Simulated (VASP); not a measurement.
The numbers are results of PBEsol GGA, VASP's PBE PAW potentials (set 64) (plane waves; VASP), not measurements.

VASP ran on this input.

File POSCAR:
```
Os
2.7309770
  0.5000001116  -0.8660254678   0.0000000000
  0.5000001116   0.8660254678   0.0000000000
  0.0000000000   0.0000000000   1.5768082076
Os
2
Direct
  0.3333330000   0.6666670000   0.2500000000
  0.6392043069   0.3058703069   0.7500000000
```

INCAR:
```
SYSTEM = Os
PREC = Accurate; ENCUT = 480; LREAL = F
LASPH = T
EDIFF = 1E-7; NELM = 100; ALGO = Normal
LMAXMIX = 6
ISMEAR = 1; SIGMA = 0.1
GGA = PS
ISIF = 2
LWAVE = F; LCHARG = F
```

KPOINTS:
```
Automatic mesh
0
Gamma
14 14 8
0 0 0
```

POTCAR, in this order: Os (PBE.64 set). Program: vasp_std.

The run wrote:

OUTCAR:
```
 ion  position               nearest neighbor table
   1  0.333  0.667  0.250-   2 2.63   2 2.63   2 2.67   2 2.67   2 2.71   2 2.71
   2  0.639  0.306  0.750-   1 2.63   1 2.63   1 2.67   1 2.67   1 2.71   1 2.71
  LATTYP: Found a hexagonal cell.
 ALAT       =     2.7309773039
 C/A-ratio  =     1.5768080322
 Subroutine PRICEL returns:
 Original cell was already a primitive cell.
 Subroutine GETGRP returns: Found  4 space group operations
The static configuration has the point symmetry C_1 .
 The point group associated with its full space group is C_2h.
The dynamic configuration has the point symmetry C_1 .
 Subroutine INISYM returns: Found  4 space group operations
 Subroutine IBZKPT returns following result:
 Found    500 irreducible k-points:

 Following reciprocal coordinates:
            Coordinates               Weight
  0.000000  0.000000  0.000000      1.000000
  0.071429  0.000000  0.000000      2.000000
  0.000000  0.071429  0.000000      2.000000
 -0.071429  0.071429  0.000000      2.000000
  0.142857  0.000000  0.000000      2.000000
  0.000000  0.142857  0.000000      2.000000
 -0.142857  0.142857  0.000000      2.000000
  0.214286  0.000000  0.000000      2.000000
  0.000000  0.214286  0.000000      2.000000
 -0.214286  0.214286  0.000000      2.000000
  0.285714  0.000000  0.000000      2.000000
  0.000000  0.285714  0.000000      2.000000
 -0.285714  0.285714  0.000000      2.000000
  0.357143  0.000000  0.000000      2.000000
  0.000000  0.357143  0.000000      2.000000
 -0.357143  0.357143  0.000000      2.000000
  0.428571  0.000000  0.000000      2.000000
  0.000000  0.428571  0.000000      2.000000
 -0.428571  0.428571  0.000000      2.000000
  0.500000  0.000000  0.000000      1.000000
  0.000000  0.500000  0.000000      1.000000
  0.500000  0.500000  0.000000      1.000000
  0.071429  0.071429  0.000000      2.000000
 -0.071429  0.142857  0.000000      2.000000
 -0.142857  0.071429  0.000000      2.000000
  0.142857  0.071429  0.000000      2.000000
 -0.071429  0.214286  0.000000      2.000000
 -0.214286  0.142857  0.000000      2.000000
 -0.142857  0.214286  0.000000      2.000000
  0.071429  0.142857  0.000000      2.000000
  0.214286 -0.071429  0.000000      2.000000
  0.214286  0.071429  0.000000      2.000000
 -0.071429  0.285714  0.000000      2.000000
 -0.285714  0.214286  0.000000      2.000000
 -0.214286  0.285714  0.000000      2.000000
  0.071429  0.214286  0.000000      2.000000
  0.285714 -0.071429  0.000000      2.000000
  0.285714  0.071429  0.000000      2.000000
 -0.071429  0.357143  0.000000      2.000000
 -0.357143  0.285714  0.000000      2.000000
   k-points           NKPTS =    500   k-points in BZ     NKDIM =    500   number of bands    NBANDS=     12
   number of dos      NEDOS =    301   number of ions     NIONS =      2
   total plane-waves  NPLWV =  12800
   dimension x,y,z NGX =    20 NGY =   20 NGZ =   32
   dimension x,y,z NGXF=    40 NGYF=   40 NGZF=   64
   ions per type =               2
   PREC   = accura    normal or accurate (medium, high low for compatibility)
   ISTART =      0    job   : 0-new  1-cont  2-samecut
   ICHARG =      2    charge: 1-file 2-atom 10-const
   ISPIN  =      1    spin polarized calculation?
   LNONCOLLINEAR =      F non collinear calculations
   LSORBIT =      F    spin-orbit coupling
   INIWAV =      1    electr: 0-lowe 1-rand  2-diag
   ENCUT  =  480.0 eV  35.28 Ry    5.94 a.u.   4.88  4.88  7.69*2*pi/ulx,y,z
   NELM   =    100;   NELMIN=  2; NELMDL= -5     # of ELM steps
   EDIFF  = 0.1E-06   stopping-criterion for ELM
   LREAL  =      F    real-space projection
...
```

File OSZICAR:
```
       N       E                     dE             d eps       ncg     rms          rms(c)
DAV:   1     0.957382189215E+02    0.95738E+02   -0.73362E+03 12000   0.120E+03
DAV:   2    -0.192497020527E+02   -0.11499E+03   -0.10380E+03 12896   0.388E+02
DAV:   3    -0.258344330837E+02   -0.65847E+01   -0.61125E+01 14632   0.759E+01
DAV:   4    -0.259973686238E+02   -0.16294E+00   -0.16027E+00 12752   0.120E+01
DAV:   5    -0.259994118207E+02   -0.20432E-02   -0.20412E-02 14164   0.107E+00    0.247E+01
DAV:   6    -0.248109858853E+02    0.11884E+01   -0.13217E+00 12912   0.105E+01    0.112E+01
DAV:   7    -0.244648363276E+02    0.34615E+00   -0.89289E-01 13820   0.853E+00    0.517E-01
DAV:   8    -0.244578964971E+02    0.69398E-02   -0.81853E-03 12244   0.760E-01    0.292E-01
DAV:   9    -0.244556318176E+02    0.22647E-02   -0.14887E-03 13108   0.478E-01    0.596E-02
DAV:  10    -0.244556639446E+02   -0.32127E-04   -0.56235E-05 13316   0.761E-02    0.108E-02
DAV:  11    -0.244556364137E+02    0.27531E-04   -0.69599E-06 12496   0.315E-02    0.105E-03
DAV:  12    -0.244556358776E+02    0.53608E-06   -0.16061E-07 10700   0.440E-03    0.942E-04
DAV:  13    -0.244556357896E+02    0.88019E-07   -0.98011E-09  6368   0.102E-03
   1 F= -.24455636E+02 E0= -.24455574E+02  d E =-.184905E-03
```

### OUTCAR
```
------------------------ aborting loop because EDIFF is reached ----------------------------------------
  FORCE on cell =-STRESS in cart. coord.  units (eV):
  Direction    XX          YY          ZZ          XY          YZ          ZX
  --------------------------------------------------------------------------------------
  Total        0.0508948      0.0420074      0.1135761      0.3002436      0.0000000      0.0000000
  in kB        2.9317065      2.4197609      6.5423516     17.2949989      0.0000000      0.0000000
  external PRESSURE =       3.9646063 kB  Pullay stress =       0.0000000 kB
  volume of cell :       27.81
      direct lattice vectors                 reciprocal lattice vectors
     1.365488805 -2.365095634  0.000000000     0.366169242 -0.211407942  0.000000000
     1.365488805  2.365095634  0.000000000     0.366169242  0.211407942  0.000000000
     0.000000000  0.000000000  4.306226948     0.000000000  0.000000000  0.232221853
 POSITION                                       TOTAL-FORCE (eV/Angst)
 -----------------------------------------------------------------------------------
      1.36549      0.78837      1.07656        -0.651350      0.013260      0.000000
      1.29049     -0.78837      3.22967         0.651350     -0.013260     -0.000000
 -----------------------------------------------------------------------------------
    total drift:                                0.000001     -0.000000      0.000000
  FREE ENERGIE OF THE ION-ELECTRON SYSTEM (eV)
  ---------------------------------------------------
  free  energy   TOTEN  =       -24.4556357896 eV

  energy  without entropy=      -24.4554508851  energy(sigma->0) =      -24.45557415
```
(Selected blocks of OUTCAR.)

The compound is Os in the hcp structure. This cell was strained or had an atom moved on purpose.
